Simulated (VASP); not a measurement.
Calculation: PBE GGA, VASP's PBE PAW potentials (set 64) (plane waves; VASP).

A VASP calculation is set up with these files.

POSCAR:
```
NaF
1
    0.0000000000     2.3473095309     2.3473095309
    2.3473095309     0.0000000000     2.3473095309
    2.3473095309     2.3473095309     0.0000000000
Na F
1 1
Direct
  0.0000000000   1.0000000000   1.0000000000
  0.5000000000   0.5000000000   0.5000000000
```

INCAR:
```
SYSTEM=NaF
PREC=Accurate; ENCUT=530; LREAL=.FALSE.
LASPH=.TRUE.
EDIFF=1E-6; NELM=100; ALGO=Normal
ISMEAR=0; SIGMA=0.05
GGA=PE
IBRION=2; NSW=60; ISIF=3
EDIFFG=-0.01
LWAVE=.FALSE.; LCHARG=.FALSE.
```

**KPOINTS**
```
Automatic mesh
0
Gamma
9 9 9
0 0 0
```

POTCAR, in this order: Na_pv F (PBE.64 set). Program: vasp_std.

The run wrote:

### OUTCAR
```
 ion  position               nearest neighbor table
   1  0.000  0.000  0.000-   2 2.35   2 2.35   2 2.35   2 2.35   2 2.35   2 2.35
   2  0.500  0.500  0.500-   1 2.35   1 2.35   1 2.35   1 2.35   1 2.35   1 2.35
  LATTYP: Found a face centered cubic cell.
 ALAT       =     4.6946190618
 Subroutine PRICEL returns:
 Original cell was already a primitive cell.
 Subroutine GETGRP returns: Found 48 space group operations
The static configuration has the point symmetry O_h .
The dynamic configuration has the point symmetry O_h .
 Subroutine INISYM returns: Found 48 space group operations
 Subroutine IBZKPT returns following result:
 Found     35 irreducible k-points:

 Following reciprocal coordinates:
            Coordinates               Weight
  0.000000  0.000000  0.000000      1.000000
  0.111111  0.000000  0.000000      8.000000
  0.222222  0.000000  0.000000      8.000000
  0.333333  0.000000  0.000000      8.000000
  0.444444  0.000000  0.000000      8.000000
  0.111111  0.111111  0.000000      6.000000
  0.222222  0.111111  0.000000     24.000000
  0.333333  0.111111  0.000000     24.000000
  0.444444  0.111111  0.000000     24.000000
 -0.444444  0.111111  0.000000     24.000000
 -0.333333  0.111111  0.000000     24.000000
 -0.222222  0.111111  0.000000     24.000000
 -0.111111  0.111111  0.000000     12.000000
  0.222222  0.222222  0.000000      6.000000
  0.333333  0.222222  0.000000     24.000000
  0.444444  0.222222  0.000000     24.000000
 -0.444444  0.222222  0.000000     24.000000
 -0.333333  0.222222  0.000000     24.000000
 -0.222222  0.222222  0.000000     12.000000
  0.333333  0.333333  0.000000      6.000000
  0.444444  0.333333  0.000000     24.000000
 -0.444444  0.333333  0.000000     24.000000
 -0.333333  0.333333  0.000000     12.000000
  0.444444  0.444444  0.000000      6.000000
...
```

OSZICAR:
```
       N       E                     dE             d eps       ncg     rms          rms(c)
DAV:   1     0.113728734125E+03    0.11373E+03   -0.85281E+03   779   0.153E+03
DAV:   2    -0.313589311062E+01   -0.11686E+03   -0.10929E+03   817   0.370E+02
DAV:   3    -0.940686325454E+01   -0.62710E+01   -0.62537E+01   890   0.876E+01
DAV:   4    -0.947154144783E+01   -0.64678E-01   -0.64670E-01   839   0.959E+00
DAV:   5    -0.947228800034E+01   -0.74655E-03   -0.74654E-03   890   0.103E+00    0.542E+00
DAV:   6    -0.857850249220E+01    0.89379E+00   -0.39381E+00   914   0.185E+01    0.188E+00
DAV:   7    -0.856707134783E+01    0.11431E-01   -0.30275E-02   788   0.259E+00    0.105E+00
DAV:   8    -0.856840759197E+01   -0.13362E-02   -0.29936E-02   773   0.453E+00    0.123E-01
DAV:   9    -0.856932410429E+01   -0.91651E-03   -0.41182E-03   869   0.682E-01    0.915E-02
DAV:  10    -0.856923567696E+01    0.88427E-04   -0.54647E-04   803   0.311E-01    0.904E-03
DAV:  11    -0.856923407109E+01    0.16059E-05   -0.15883E-05   887   0.951E-02    0.348E-03
DAV:  12    -0.856923429802E+01   -0.22694E-06   -0.13618E-06   803   0.263E-02
   1 F= -.85692343E+01 E0= -.85692343E+01  d E =-.856923E+01
```

File OUTCAR:
```
------------------------ aborting loop because EDIFF is reached ----------------------------------------
  FORCE on cell =-STRESS in cart. coord.  units (eV):
  Direction    XX          YY          ZZ          XY          YZ          ZX
  --------------------------------------------------------------------------------------
  Total        0.0125116      0.0125116      0.0125116      0.0000000      0.0000000     -0.0000000
  in kB        0.7749630      0.7749630      0.7749630      0.0000000      0.0000000     -0.0000000
  external PRESSURE =       0.7749630 kB  Pullay stress =       0.0000000 kB
  volume of cell :       25.87
      direct lattice vectors                 reciprocal lattice vectors
     0.000000000  2.347309531  2.347309531    -0.213009828  0.213009828  0.213009828
     2.347309531  0.000000000  2.347309531     0.213009828 -0.213009828  0.213009828
     2.347309531  2.347309531  0.000000000     0.213009828  0.213009828 -0.213009828
  FREE ENERGIE OF THE ION-ELECTRON SYSTEM (eV)
  ---------------------------------------------------
  free  energy   TOTEN  =        -8.5692342980 eV

  energy  without entropy=       -8.5692342980  energy(sigma->0) =       -8.56923430

 reached required accuracy - stopping structural energy minimisation
```
(Selected blocks of OUTCAR.)

The compound is NaF in the rock salt structure. It was relaxed first. The start is the result of an earlier pass.
